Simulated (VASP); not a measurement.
Given:

```yaml
crystal:
  lattice:
    - [0.00000, 2.39019, 2.39019]
    - [2.39019, 0.00000, 2.39019]
    - [2.39019, 2.39019, 0.00000]
  atoms:
    - { symbol: Y, position: [0.00000, 0.00000, 0.00000] }
    - { symbol: N, position: [0.50000, 0.50000, 0.50000] }
```

Method: optB86b-vdW, VASP's PBE PAW potentials (set 64) (plane waves; VASP 6.6.1). Numerical set-up: 520 eV cut-off, 9×9×9 Γ-centred mesh, Gaussian smearing of 0.050 eV, potentials Y_sv N.

### Question
Give the stress tensor in GPa (positive for a compressed cell).

### Answer

```
11.75   0.00   0.00
 0.00  11.75   0.00
 0.00   0.00  11.75
```
The pressure is its mean diagonal, 11.75 GPa.

The compound is YN in the rock salt structure. This cell is one point of a volume scan, at 0.94 of the reference volume.
